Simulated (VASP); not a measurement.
Method: PBE GGA, VASP's PBE PAW potentials (set 64) (plane waves; VASP).

A VASP calculation is set up with these files.

### KPOINTS
```
Automatic mesh
0
Gamma
8 8 8
```

INCAR:
```
ALGO = Normal
EDIFF = 1E-7
ENCUT = 480
GGA = PE
ISIF = 2
ISMEAR = 0
LASPH = .TRUE.
LCHARG = .FALSE.
LMAXMIX = 4
LREAL = .FALSE.
LWAVE = .FALSE.
NELM = 100
PREC = Accurate
SIGMA = 0.05
SYSTEM = PbSe
```

File POSCAR:
```
PbSe
1
    0.0000000000     3.1063353721     3.1063353721
    3.1063353721     0.0000000000     3.1063353721
    3.1063353721     3.1063353721     0.0000000000
Pb Se
1 1
Direct
  0.0000000000   0.0000000000   0.0000000000
  0.5000000000   0.5000000000   0.5000000000
```

POTCAR, in this order: Pb_d Se (PBE.64 set). Program: vasp_std.

The run wrote:

File OSZICAR:
```
       N       E                     dE             d eps       ncg     rms          rms(c)
DAV:   1     0.152429706549E+03    0.15243E+03   -0.92485E+03   818   0.134E+03
DAV:   2     0.361689672086E+01   -0.14881E+03   -0.14590E+03   878   0.342E+02
DAV:   3    -0.826289644640E+01   -0.11880E+02   -0.11834E+02  1088   0.101E+02
DAV:   4    -0.850949704542E+01   -0.24660E+00   -0.24654E+00   892   0.182E+01
DAV:   5    -0.851853620535E+01   -0.90392E-02   -0.90391E-02  1118   0.324E+00    0.271E+00
DAV:   6    -0.819959232814E+01    0.31894E+00   -0.87233E-01  1158   0.711E+00    0.148E+00
DAV:   7    -0.819551691427E+01    0.40754E-02   -0.13190E-01   892   0.199E+00    0.836E-01
DAV:   8    -0.819918808630E+01   -0.36712E-02   -0.14603E-02   884   0.155E+00    0.168E-01
DAV:   9    -0.819870439638E+01    0.48369E-03   -0.26748E-03  1200   0.573E-01    0.621E-02
DAV:  10    -0.819879967935E+01   -0.95283E-04   -0.24025E-04   872   0.125E-01    0.207E-02
DAV:  11    -0.819880604457E+01   -0.63652E-05   -0.70535E-05  1016   0.967E-02    0.553E-03
DAV:  12    -0.819880637342E+01   -0.32885E-06   -0.42278E-06  1028   0.170E-02    0.217E-03
DAV:  13    -0.819880638022E+01   -0.67928E-08   -0.47076E-07   866   0.531E-03
   1 F= -.81988064E+01 E0= -.81988064E+01  d E =-.929025E-11
```

**OUTCAR**
```
------------------------ aborting loop because EDIFF is reached ----------------------------------------
  FORCE on cell =-STRESS in cart. coord.  units (eV):
  Direction    XX          YY          ZZ          XY          YZ          ZX
  --------------------------------------------------------------------------------------
  Total        0.0386255      0.0386255      0.0386255      0.0000000      0.0000000     -0.0000000
  in kB        1.0323092      1.0323092      1.0323092      0.0000000      0.0000000     -0.0000000
  external PRESSURE =       1.0323092 kB  Pullay stress =       0.0000000 kB
  volume of cell :       59.95
      direct lattice vectors                 reciprocal lattice vectors
     0.000000000  3.106335372  3.106335372    -0.160961371  0.160961371  0.160961371
     3.106335372  0.000000000  3.106335372     0.160961371 -0.160961371  0.160961371
     3.106335372  3.106335372  0.000000000     0.160961371  0.160961371 -0.160961371
  FREE ENERGIE OF THE ION-ELECTRON SYSTEM (eV)
  ---------------------------------------------------
  free  energy   TOTEN  =        -8.1988063802 eV

  energy  without entropy=       -8.1988063802  energy(sigma->0) =       -8.19880638
```
(Selected blocks of OUTCAR.)

The compound is PbSe in the rock salt structure. It was relaxed first.
